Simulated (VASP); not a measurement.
Here is the system:

```xyz
2
Lattice="3.9724 0.0000 0.0000 0.0000 3.9724 0.0000 0.0000 0.0000 3.9724" Properties=species:S:1:pos:R:3 pbc="T T T"
La     0.0000     0.0000     0.0000
Tl     1.9862     1.9862     1.9862
```

Method: PBEsol GGA, VASP's PBE PAW potentials (set 64) (plane waves; VASP). Run with 300 eV cut-off, 8×8×8 Γ-centred mesh, Gaussian smearing of 0.10 eV, potentials La Tl_d.

At this cut-off the stress carries a Pulay error, which pulls relaxed volumes low.

**Question.** Give the stress tensor in GPa (positive for a compressed cell).

**Answer.** 
```
-2.40   0.00   0.00
 0.00  -2.40   0.00
 0.00   0.00  -2.40
```
The pressure is its mean diagonal, -2.40 GPa.

The structure comes from a computed database's LaTl entry (Pm-3m); how it stands against other phases isn't given here. The cell was not relaxed at this level.
